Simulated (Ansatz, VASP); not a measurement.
## Cross-check of NiSb (Breithauptite) between VASP and Ansatz

One calculation is typed for both programs; each brings its own data sets and cutoff. How far apart do they land?

Method: plane waves, with VASP 6.6.1 beside it; single point at PBEsol, in Ansatz 0.2.0.

The database entry behind the starting cell differs from later determinations by our own check (c about 0.3 % short), so it need not match the best structure at ambient conditions.

## 1. Set-up

It takes space group P6_3/mmc (No. 194, hexagonal). Conventional cell: a = 3.928 Å, b = 3.928 Å, c = 5.120 Å, α = 90.00°, β = 90.00°, γ = 120.00°. Sb has 6 Ni at 2.60 Å nearest. Nearest to Ni lie 2 Ni at 2.56 Å and 6 Sb at 2.60 Å. Farther neighbours are not listed.

## 2. VASP: single point, PBEsol

With cell and atoms fixed, the geometry can't cause a difference; cores, projectors, grids and the points listed under the comparison can.

Lines of VASP's logs that name or quote its potential files are left out, and so is its time.

The input, INCAR:

```
SYSTEM = NiSb
PREC = Accurate
ENCUT = 400
EDIFF = 1E-05
NELM = 100
ISMEAR = 0
SIGMA = 0.05
LREAL = .FALSE.
ALGO = Normal
GGA = PS
NBANDS = 23
ISPIN = 2
MAGMOM = 0 0 0 0
LASPH = .TRUE.
LMAXMIX = 4
LORBIT = 11
LWAVE = .FALSE.
LCHARG = .FALSE.
KPAR = 8
```

The input, POSCAR:

```
NiSb
1.0
    3.9280000000      0.0000000000      0.0000000000
   -1.9640000000      3.4017477861      0.0000000000
    0.0000000000      0.0000000000      5.1200000000
Sb Ni
2 2
Direct
    0.6666666667      0.3333333333      0.7500000000
    0.3333333333      0.6666666667      0.2500000000
    0.0000000000      0.0000000000      0.5000000000
    0.0000000000      0.0000000000      0.0000000000
```

The input, KPOINTS:

```
Automatic mesh
0
Gamma
6 6 4
0 0 0
```

The projector-augmented-wave data sets are Sb and Ni (PBE family, release 64).

Started as:

```sh
mpirun -np 8 vasp_std
```

Numbers of over 12 decimals in the logs are rounded to 6 here.

The program printed:

```text
[banner, memory and clock lines left out]
running    8 mpi-ranks, on    1 nodes
 distrk:  each k-point on    1 cores,    8 groups
 distr:  one band on    1 cores,    1 groups

 POSCAR found type information on POSCAR SbNi
 POSCAR found :  2 types and       4 ions
|                                                                             |
|           W    W    AA    RRRRR   N    N  II  N    N   GGGG   !!!           |
|           W    W   A  A   R    R  NN   N  II  NN   N  G    G  !!!           |
|           W    W  A    A  R    R  N N  N  II  N N  N  G       !!!           |
|           W WW W  AAAAAA  RRRRR   N  N N  II  N  N N  G  GGG   !            |
|           WW  WW  A    A  R   R   N   NN  II  N   NN  G    G                |
|           W    W  A    A  R    R  N    N  II  N    N   GGGG   !!!           |
|                                                                             |
|     For optimal performance we recommend to set                             |
|       NCORE = 2 up to number-of-cores-per-socket                            |
|     NCORE specifies how many cores store one orbital (NPAR=cpu/NCORE).      |
|     This setting can greatly improve the performance of VASP for DFT.       |
|     The default, NCORE=1 might be grossly inefficient on modern             |
|     multi-core architectures or massively parallel machines. Do your        |
|     Unfortunately you need to use the default for GW and RPA                |
|     calculations (for HF NCORE is supported but not extensively tested      |
|     yet).                                                                   |
|                                                                             |

|                                                                             |
|               ----> ADVICE to this user running VASP <----                  |
|                                                                             |
|     You enforced a specific xc type in the INCAR file but a different       |
|     [... a line on the potential file left out ...]
|     I HOPE YOU KNOW WHAT YOU ARE DOING!                                     |
|                                                                             |

 LDA part: xc-table for (Slater+PW92), standard interpolation
 POSCAR, INCAR and KPOINTS ok, starting setup
 FFT: planning ... GRIDC
 FFT: planning ... GRID_SOFT
 FFT: planning ... GRID
 WAVECAR not read
 entering main loop
       N       E                     dE             d eps       ncg     rms          rms(c)
DAV:   1     0.149778520590E+03    0.14978E+03   -0.10304E+04  1932   0.110E+03
DAV:   2    -0.167007143313E+02   -0.16648E+03   -0.15841E+03  2037   0.257E+02
DAV:   3    -0.242648002106E+02   -0.75641E+01   -0.73787E+01  2411   0.670E+01
DAV:   4    -0.244203595224E+02   -0.15556E+00   -0.15539E+00  2194   0.939E+00
DAV:   5    -0.244257299655E+02   -0.53704E-02   -0.53702E-02  2535   0.179E+00    0.144E+01
DAV:   6    -0.275745727015E+02   -0.31488E+01   -0.31226E+01  2184   0.988E+01    0.191E+01
DAV:   7    -0.226950848363E+02    0.48795E+01   -0.12174E+01  2296   0.684E+01    0.340E+00
DAV:   8    -0.227008913643E+02   -0.58065E-02   -0.10928E+00  2807   0.957E+00    0.247E+00
DAV:   9    -0.226502361296E+02    0.50655E-01   -0.17594E-01  2282   0.667E+00    0.464E-01
DAV:  10    -0.226504900359E+02   -0.25391E-03   -0.53713E-03  2288   0.645E-01    0.369E-01
DAV:  11    -0.226501103059E+02    0.37973E-03   -0.70071E-04  2072   0.220E-01    0.102E-01
DAV:  12    -0.226500072600E+02    0.10305E-03   -0.25501E-04  2407   0.262E-01    0.491E-02
DAV:  13    -0.226500071760E+02    0.84087E-07   -0.22595E-05  1675   0.321E-02
   1 F= -.22650007E+02 E0= -.22647821E+02  d E =-.437283E-02  mag=     0.0000
```

Parts of OUTCAR (step 2):

```text
ion  position               nearest neighbor table
   1  0.667  0.333  0.750-   3 2.60   4 2.60   3 2.60   4 2.60   3 2.60   4 2.60   2 3.42   2 3.42
                             2 3.42   2 3.42   2 3.42   2 3.42
   2  0.333  0.667  0.250-   3 2.60   4 2.60   3 2.60   4 2.60   3 2.60   4 2.60   1 3.42   1 3.42
                             1 3.42   1 3.42   1 3.42   1 3.42
   3  0.000  0.000  0.500-   4 2.56   4 2.56   1 2.60   2 2.60   1 2.60   2 2.60   1 2.60   2 2.60

  LATTYP: Found a hexagonal cell.
 ALAT       =     3.9280000000
 C/A-ratio  =     1.3034623218

 Subroutine GETGRP returns: Found 24 space group operations
 (whereof 12 operations were pure point group operations)

The static configuration has the point symmetry D_3d.
 The point group associated with its full space group is D_6h.

 Found     21 irreducible k-points:

   k-points           NKPTS =     21   k-points in BZ     NKDIM =     21   number of bands    NBANDS=     23

   dimension x,y,z NGX =    28 NGY =   28 NGZ =   36
   dimension x,y,z NGXF=    56 NGYF=   56 NGZF=   72

   ENCUT  =  400.0 eV  29.40 Ry    5.42 a.u.   6.41  6.41  8.35*2*pi/ulx,y,z

   NELECT =      30.0000    total number of electrons

 k-points in reciprocal lattice and weights: Automatic mesh
   0.00000000  0.00000000  0.00000000       0.007
   0.16666667  0.00000000  0.00000000       0.042
   0.33333333  0.00000000  0.00000000       0.042
   0.50000000  0.00000000  0.00000000       0.021
   0.16666667  0.16666667  0.00000000       0.042
   0.33333333  0.16666667  0.00000000       0.083
   0.33333333  0.33333333  0.00000000       0.014
   0.00000000  0.00000000  0.25000000       0.014
   0.16666667  0.00000000  0.25000000       0.083
[...]
0.33333333  0.16666667  0.50000000       0.083
   0.33333333  0.33333333  0.50000000       0.014

 average (electrostatic) potential at core
       1 -82.7825       2 -82.7825       3 -81.3397       4 -81.3397

 E-fermi :   9.9759

 spin component 1
 k-point     1 :       0.0000    0.0000    0.0000
  band No.  band energies     occupation
    ...
      9       7.7619      1.00000
     10       7.7619      1.00000
     11       8.5548      1.00000
     12       8.5548      1.00000
     13       9.8765      0.99752
     14      10.4856      0.00000
     15      10.4856      0.00000
     16      12.3856      0.00000
     17      12.3856      0.00000
     18      13.0018      0.00000
    ...

 k-point     2 :       0.1667    0.0000    0.0000
  band No.  band energies     occupation
    ...
     11       8.5369      1.00000
     12       8.5575      1.00000
     13       8.7891      1.00000
     14       9.5411      1.00000
     15       9.7584      1.00000
     16      11.3251      0.00000
     17      13.1832      0.00000
     18      13.2963      0.00000
     19      14.5450      0.00000
     20      15.6342      0.00000
    ...

 k-point     3 :       0.3333    0.0000    0.0000
  band No.  band energies     occupation
    ...
     11       7.9488      1.00000
     12       8.3634      1.00000
     13       8.5058      1.00000
     14       8.5649      1.00000
     15       9.1783      1.00000
     16      10.1425      0.00000
     17      11.6400      0.00000
     18      13.6126      0.00000
     19      13.7687      0.00000
     20      15.6622      0.00000
    ...

 k-point     4 :       0.5000    0.0000    0.0000
  band No.  band energies     occupation
    ...
     12       8.0148      1.00000
     13       8.2930      1.00000
     14       8.4957      1.00000
     15       8.5705      1.00000
     16       9.5289      1.00000
     17      11.0427      0.00000
     18      13.3087      0.00000
     19      13.8932      0.00000
     20      15.2597      0.00000
     21      15.2988      0.00000
    ...

 k-point     5 :       0.1667    0.1667    0.0000
  band No.  band energies     occupation
    ...
     11       7.9549      1.00000
     12       8.5183      1.00000
     13       8.5576      1.00000
     14       8.6309      1.00000
     15       9.4965      1.00000
     16      11.7055      0.00000
     17      11.9110      0.00000
     18      12.1206      0.00000
     19      14.3076      0.00000
     20      15.1763      0.00000
    ...

 k-point     6 :       0.3333    0.1667    0.0000
  band No.  band energies     occupation
    ...
     11       8.0853      1.00000
     12       8.1213      1.00000
     13       8.5048      1.00000
     14       8.5572      1.00000
     15       8.7695      1.00000
     16      10.2688      0.00000
     17      10.7547      0.00000
     18      11.9464      0.00000
     19      13.4277      0.00000
     20      14.5708      0.00000
    ...

  Total       -0.8379301     -0.8379301     -0.7497840      0.0000000     -0.0000000      0.0000000
  in kB      -19.6234246    -19.6234246    -17.5591392      0.0000000     -0.0000000      0.0000000
  external PRESSURE =     -18.9353295 kB  Pullay stress =       0.0000000 kB

  energy-cutoff  :      400.00
  volume of cell :       68.41
      direct lattice vectors                 reciprocal lattice vectors
     3.928000000  0.000000000  0.000000000     0.254582485  0.146983266  0.000000000
    -1.964000000  3.401747786  0.000000000     0.000000000  0.293966532  0.000000000
     0.000000000  0.000000000  5.120000000     0.000000000  0.000000000  0.195312500

 POSITION                                       TOTAL-FORCE (eV/Angst)
 -----------------------------------------------------------------------------------
      1.96400      1.13392      3.84000        -0.000000      0.000000      0.000000
     -0.00000      2.26783      1.28000         0.000000     -0.000000      0.000000
      0.00000      0.00000      2.56000        -0.000000      0.000000      0.000000
      0.00000      0.00000      0.00000        -0.000000      0.000000      0.000000
 -----------------------------------------------------------------------------------
    total drift:                               -0.000000      0.000000     -0.000000

  FREE ENERGIE OF THE ION-ELECTRON SYSTEM (eV)
  ---------------------------------------------------
  free  energy   TOTEN  =       -22.6500071760 eV

  energy  without entropy=      -22.6456343424  energy(sigma->0) =      -22.64782076

 total charge
# of ion       s       p       d       tot
------------------------------------------
    1        1.132   1.222   0.075   2.429
    2        1.132   1.222   0.075   2.429
    3        0.455   0.488   8.463   9.407
    4        0.455   0.488   8.463   9.407
--------------------------------------------------
tot          3.175   3.421  17.076  23.671

 magnetization (x)
# of ion       s       p       d       tot
------------------------------------------
    1       -0.000   0.000  -0.000  -0.000
    2       -0.000   0.000  -0.000  -0.000
    3       -0.000  -0.000  -0.000  -0.000
    4       -0.000  -0.000  -0.000  -0.000
--------------------------------------------------
tot         -0.000  -0.000  -0.000  -0.000

[... 3 further parts left out ...]
```

This run allows spin, but its moments start at zero, where symmetry between the spins tends to hold them, although Ni can carry a moment.

(Continued in part 2 of 2.)

[Lines on the potential files, build, host, timing and source positions are cut from VASP's logs without a mark.]

[Logs are printed without paths, hosts, clocks, repeated set-up lines and the standing remarks that a program may print on its own settings, such as how far it seeks lower states.]

[Hosts, paths, dates, database ids (printed as entryN), source tags and the programs' standing remarks are cut or masked in the printed files.]
